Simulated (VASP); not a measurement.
Method: r2SCAN meta-GGA, VASP's PBE PAW potentials (set 64) (plane waves; VASP).

The input files of a VASP run:

File POSCAR:
```
WC
3.0909220
  0.0000000000   0.7071066806   0.7071066806
  0.7071066806   0.0000000000   0.7071066806
  0.7071066806   0.7071066806   0.0000000000
W C
1 1
Cartesian
  0.0000000000   0.0000000000   0.0000000000
  0.7071066806   0.7071066806   0.7071066806
```

KPOINTS:
```
K-points
0
Gamma
 16 16 16
0 0 0
```

INCAR:
```
SYSTEM = WC
PREC = Accurate
ENCUT = 520
EDIFF = 1E-7
NELM = 100
ALGO = Normal
LREAL = .FALSE.
LASPH = .TRUE.
ISMEAR = -5
METAGGA = R2SCAN
LMIXTAU = .TRUE.
LMAXMIX = 6
LWAVE = .FALSE.
LCHARG = .FALSE.
LORBIT = 11
NEDOS = 601
ISIF = 2
```

KPOINTS_OPT:
```
k-points along high-symmetry lines
10
Line-mode
Reciprocal
  0.000000   0.000000   0.000000 ! GAMMA
  0.500000   0.000000   0.500000 ! X

  0.500000   0.000000   0.500000 ! X
  0.625000   0.250000   0.625000 ! U

  0.375000   0.375000   0.750000 ! K
  0.000000   0.000000   0.000000 ! GAMMA

  0.000000   0.000000   0.000000 ! GAMMA
  0.500000   0.500000   0.500000 ! L

  0.500000   0.500000   0.500000 ! L
  0.500000   0.250000   0.750000 ! W

  0.500000   0.250000   0.750000 ! W
  0.500000   0.000000   0.500000 ! X
```

POTCAR, in this order: W_sv C (PBE.64 set). Program: vasp_std.

What VASP printed:

### OUTCAR
```
 ion  position               nearest neighbor table
   1  0.000  0.000  0.000-   2 2.19   2 2.19   2 2.19   2 2.19   2 2.19   2 2.19
   2  0.500  0.500  0.500-   1 2.19   1 2.19   1 2.19   1 2.19   1 2.19   1 2.19
  LATTYP: Found a face centered cubic cell.
 ALAT       =     4.3712231906
 Subroutine PRICEL returns:
 Original cell was already a primitive cell.
 Subroutine GETGRP returns: Found 48 space group operations
The static configuration has the point symmetry O_h .
The dynamic configuration has the point symmetry O_h .
 Subroutine INISYM returns: Found 48 space group operations
 Subroutine IBZKPT returns following result:
 Found    145 irreducible k-points:

 Following reciprocal coordinates:
            Coordinates               Weight
  0.000000  0.000000  0.000000      1.000000
  0.062500  0.000000  0.000000      8.000000
  0.125000  0.000000  0.000000      8.000000
  0.187500  0.000000  0.000000      8.000000
  0.250000  0.000000  0.000000      8.000000
  0.312500  0.000000  0.000000      8.000000
  0.375000  0.000000  0.000000      8.000000
  0.437500  0.000000  0.000000      8.000000
  0.500000  0.000000  0.000000      4.000000
...
```

**OSZICAR**
```
       N       E                     dE             d eps       ncg     rms          rms(c)
DAV:   1     0.708169270696E+02    0.70817E+02   -0.10050E+04  3770   0.157E+03
DAV:   2    -0.639055265591E+02   -0.13472E+03   -0.13119E+03  4275   0.388E+02
DAV:   3    -0.681429302781E+02   -0.42374E+01   -0.41654E+01  4581   0.626E+01
DAV:   4    -0.681863405957E+02   -0.43410E-01   -0.43000E-01  4165   0.657E+00
DAV:   5    -0.681867334688E+02   -0.39287E-03   -0.38500E-03  4460   0.631E-01    0.335E+01
DAV:   6    -0.599964747568E+02    0.81903E+01   -0.12622E+01  4296   0.394E+01    0.605E+00
DAV:   7    -0.605543279844E+02   -0.55785E+00   -0.58269E-01  3855   0.817E+00    0.576E+00
DAV:   8    -0.604316605413E+02    0.12267E+00   -0.29371E-01  4235   0.537E+00    0.132E+00
DAV:   9    -0.606223639556E+02   -0.19070E+00   -0.12097E-01  4045   0.338E+00    0.738E-01
DAV:  10    -0.606212447831E+02    0.11192E-02   -0.20590E-02  4050   0.117E+00    0.345E-01
DAV:  11    -0.606250361395E+02   -0.37914E-02   -0.10400E-03  3995   0.376E-01    0.208E-01
DAV:  12    -0.606257879695E+02   -0.75183E-03   -0.84529E-04  3990   0.324E-01    0.638E-02
DAV:  13    -0.606259436196E+02   -0.15565E-03   -0.27992E-04  4515   0.139E-01    0.310E-02
DAV:  14    -0.606259604995E+02   -0.16880E-04   -0.10384E-05  4205   0.321E-02    0.315E-02
DAV:  15    -0.606259605402E+02   -0.40664E-07   -0.68171E-06  4265   0.241E-02    0.109E-02
DAV:  16    -0.606259683546E+02   -0.78145E-05   -0.50335E-06  3970   0.245E-02    0.775E-03
DAV:  17    -0.606259717172E+02   -0.33626E-05   -0.77013E-07  4325   0.755E-03    0.385E-03
DAV:  18    -0.606259703218E+02    0.13954E-05   -0.77233E-08  1935   0.239E-03    0.110E-03
DAV:  19    -0.606259708719E+02   -0.55010E-06   -0.16542E-07  2243   0.456E-03    0.674E-04
DAV:  20    -0.606259710616E+02   -0.18972E-06   -0.23160E-08  1890   0.148E-03    0.403E-04
DAV:  21    -0.606259709679E+02    0.93719E-07   -0.45009E-09  1885   0.814E-04
   1 F= -.60625971E+02 E0= -.60625971E+02  d E =0.000000E+00
       N       E                     dE             ncg
```

File OUTCAR:
```
------------------------ aborting loop because EDIFF is reached ----------------------------------------
  FORCE on cell =-STRESS in cart. coord.  units (eV):
  Direction    XX          YY          ZZ          XY          YZ          ZX
  --------------------------------------------------------------------------------------
  Total       -0.0090902     -0.0090902     -0.0090902      0.0000000     -0.0000000     -0.0000000
  in kB       -0.6974858     -0.6974858     -0.6974858      0.0000000     -0.0000000     -0.0000000
  external PRESSURE =      -0.6974858 kB  Pullay stress =       0.0000000 kB
  volume of cell :       20.88
      direct lattice vectors                 reciprocal lattice vectors
     0.000000000  2.185611595  2.185611595    -0.228768918  0.228768918  0.228768918
     2.185611595  0.000000000  2.185611595     0.228768918 -0.228768918  0.228768918
     2.185611595  2.185611595  0.000000000     0.228768918  0.228768918 -0.228768918
 POSITION                                       TOTAL-FORCE (eV/Angst)
 -----------------------------------------------------------------------------------
      0.00000      0.00000      0.00000        -0.000000     -0.000000      0.000000
      2.18561      2.18561      2.18561         0.000000      0.000000     -0.000000
 -----------------------------------------------------------------------------------
    total drift:                                0.000000     -0.000000     -0.000000
  FREE ENERGIE OF THE ION-ELECTRON SYSTEM (eV)
  ---------------------------------------------------
  free  energy   TOTEN  =       -60.6259709679 eV

  energy  without entropy=      -60.6259709679  energy(sigma->0) =      -60.62597097

 total charge

# of ion       s       p       d       tot
------------------------------------------
    1        2.301   6.367   3.391  12.059
    2        0.874   1.587   0.000   2.461
--------------------------------------------------
tot          3.174   7.955   3.391  14.520
```
(Selected blocks of OUTCAR.)

OUTCAR:
```
 val. band max:       12.5821690586   @ k =  -0.1250   0.1875   0.0625

 cond. band min:      12.6087239070   @ k =  -0.3125   0.2500   0.0625


 Fermi energy:        12.5471750470

 k-point     1 :       0.0000    0.0000    0.0000
  band No.  band energies     occupation
      1     -64.9017      2.00000
      2     -28.2352      2.00000
      3     -28.2352      2.00000
      4     -28.2352      2.00000
      5      -4.2458      2.00000
      6       9.6736      2.00000
      7       9.6736      2.00000
      8       9.6736      2.00000
      9      11.3730      2.00000
     10      11.3730      2.00000
     11      11.3730      2.00000
     12      11.5218      2.46475
     13      11.5218      2.10821

 k-point     2 :       0.0625    0.0000    0.0000
  band No.  band energies     occupation
      1     -64.9001      2.00000
      2     -28.2610      2.00000
      3     -28.2379      2.00000
      4     -28.2379      2.00000
      5      -4.1309      2.00000
      6       9.2277      2.00000
      7       9.5580      2.00000
      8       9.5580      2.00000
      9      10.4193      2.00000
     10      10.4193      2.00000
     11      11.5857      2.00000
     12      12.8187      0.40355
     13      12.8187      0.09894

 k-point     3 :       0.1250    0.0000    0.0000
  band No.  band energies     occupation
      1     -64.8954      2.00000
      2     -28.3339      2.00000
      3     -28.2455      2.00000
      4     -28.2455      2.00000
      5      -3.7943      2.00000
      6       8.2730      2.00000
      7       8.7661      2.00000
      8       8.7661      2.00000
      9      10.3845      2.00000
     10      10.3845      2.00000
     11      11.9280      2.00000
     12      14.3162      0.00000
     13      14.3162      0.00000

 k-point     4 :       0.1875    0.0000    0.0000
  band No.  band energies     occupation
      1     -64.8883      2.00000
      2     -28.4415      2.00000
      3     -28.2569      2.00000
...
```

For a metal the tetrahedron method with Blöchl corrections gives inexact stress and forces. Unless said otherwise, spin-orbit coupling is left out, though it shifts the bands of the heavy elements here.

The structure was generated: WC was put into the rock salt type (Fm-3m), which need not be its known phase. It was relaxed first, which changed the volume by -39 %. VASP warned that the highest band is occupied, so more bands are needed.
